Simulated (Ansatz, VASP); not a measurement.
# Two plane-wave programs on ZnBi3

The input INCAR:

```
SYSTEM = ZnBi3
  PREC = Accurate
  ENCUT = 520
  EDIFF = 1E-7
  ISMEAR = -1
  SIGMA = 0.05
  LREAL = .False.
  LASPH = .True.
  NELM = 100
  ALGO = Normal
  ISIF = 2
  LWAVE = .False.
  LCHARG = .False.
  GGA = PE
  NBANDS = 36
```

Contents of KPOINTS:

```
Automatic mesh
0
Gamma
  6 6 6
  0 0 0
```

POSCAR

```
ZnBi3
1.0
    4.9372919330      0.0000000000      0.0000000000
    0.0000000000      4.9372919330      0.0000000000
    0.0000000000      0.0000000000      4.9372919330
Bi Zn
3 1
Direct
    0.5000000000      0.5000000000      0.0000000000
    0.5000000000      0.0000000000      0.5000000000
    0.0000000000      0.5000000000      0.5000000000
    0.0000000000      0.0000000000      0.0000000000
```

input.yaml

```yaml
crystal:
  lattice:
    - [4.937291933, 0.0, 0.0]
    - [0.0, 4.937291933, 0.0]
    - [0.0, 0.0, 4.937291933]
  atoms:
    - { symbol: Bi, position: [0.5, 0.5, 0.0] }
    - { symbol: Bi, position: [0.5, 0.0, 0.5] }
    - { symbol: Bi, position: [0.0, 0.5, 0.5] }
    - { symbol: Zn, position: [0.0, 0.0, 0.0] }
hamiltonian:
  xc: pbe
  pseudopotentials: { kind: paw }
kpoints:
  mp_grid: { grid: [6, 6, 6] }
scf:
  occupations: { method: fermi_dirac, width: 0.05 }
output:
  forces: true
  stress: true
  eigenvalues: true
  write_density: true
  write_potential: true
  elf: true
  volumetric_format: npy
```

Change from the starting cell: volume scaled by 1.04.

Alike in both runs: task single point; functional PBE; k mesh 6 × 6 × 6; occupations fermi-dirac, width 0.05 eV; no spin polarisation.

|  | VASP | Ansatz |
| --- | --- | --- |
| version | VASP 6.6.1 | Ansatz 0.2.0 |
| potentials or method | VASP PAW PBE potentials, release 64 (Bi_d, Zn) | Ansatz PAW |
| plane-wave cutoff (eV) | 520 | 420 |
| valence electrons in the cell | 57 | 57 |

```tsv
	VASP	Ansatz	Ansatz less VASP
gap on the k mesh at the Fermi level (eV)	none	none	-
pressure (GPa)	-1.8	-1.8	+0.04
```

A gap of «none» marks a metal or a gap that the smearing closes.

Caveats: spin-orbit coupling is left out, which moves the levels of the heavy elements.
